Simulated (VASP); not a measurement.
Here is the system:

```xyz
10
Lattice="5.7476 0.0000 0.0000 0.0000 5.5642 5.5638 0.0000 -5.5642 5.5638" Properties=species:S:1:pos:R:3 pbc="T T T"
Cs     2.8738     0.0000     5.6472
Cs     2.8738     0.0000     0.0637
Pb     0.0000     2.7811     2.8624
Pb     0.0000    -2.7811     2.8624
Cl     0.0000    -3.4421     5.6434
Cl     0.0000     3.4421     5.6434
Cl     2.8738    -2.7867     2.8642
Cl     2.8738     2.7867     2.8642
Cl     0.0000     0.0000     7.7733
Cl     0.0000     0.0000     3.5239
```

Calculation: r2SCAN meta-GGA, VASP's PBE PAW potentials (set 64) (plane waves; VASP). Numerical set-up: 400 eV cut-off, 5×3×3 Γ-centred mesh, tetrahedra with Blöchl corrections, potentials Cs_sv Pb_d Cl.

The cores are frozen, which limits the accuracy of field gradients.

Q: Give the principal components of the electric field gradient (V/Å²) and the asymmetry η at each nucleus.

A: 
| atom | Vxx | Vyy | Vzz | η |
|---|---|---|---|---|
| Cs1 | -43.9 | -15.2 | 59.1 | 0.49 |
| Cs2 | -44.3 | -15.0 | 59.3 | 0.49 |
| Pb3 | -6.6 | -6.0 | 12.6 | 0.04 |
| Pb4 | -6.6 | -6.0 | 12.6 | 0.04 |
| Cl5 | -39.2 | -38.1 | 77.2 | 0.01 |
| Cl6 | -39.2 | -38.1 | 77.2 | 0.01 |
| Cl7 | -40.4 | -40.3 | 80.7 | 0.00 |
| Cl8 | -40.4 | -40.3 | 80.7 | 0.00 |
| Cl9 | -39.3 | -38.0 | 77.4 | 0.02 |
| Cl10 | -39.2 | -38.1 | 77.3 | 0.01 |

The structure comes from a computed database's CsPbCl3 entry (Amm2); how it stands against other phases isn't given here. It was relaxed first.
